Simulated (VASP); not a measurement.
Data:

```
BeS
1.0
    0.00000     2.29587     2.29587
    2.29587     0.00000     2.29587
    2.29587     2.29587     0.00000
Be S
1 1
Direct
  0.00000   0.00000   0.00000
  0.50000   0.50000   0.50000
```

The numbers are results of PBEsol GGA, VASP's PBE PAW potentials (set 64) (plane waves; VASP), not measurements. Settings: 400 eV cut-off, Gaussian smearing of 0.050 eV, potentials Be S.

Q: Give the energies of bands 2 to 7 at the high-symmetry points, in eV from the valence-band maximum.

A: 
```tsv
band	Γ	X	U	L	W
2	-0.31	-7.08	-6.36	-7.48	-5.68
3	-0.31	-3.32	-5.36	-0.54	-5.68
4	-0.31	-3.32	-2.61	-0.54	-4.09
5	5.54	0.97	2.21	3.85	5.02
6	8.72	4.06	7.44	3.85	5.54
7	8.72	12.00	8.20	4.07	9.24
```

The gap is indirect, 0.97 eV, from the valence maximum at K-Γ at 0.57 to the conduction minimum at X.

The structure was generated: BeS was put into the rock salt type (Fm-3m), which need not be its known phase. It was relaxed first, which changed the volume by +18 %.
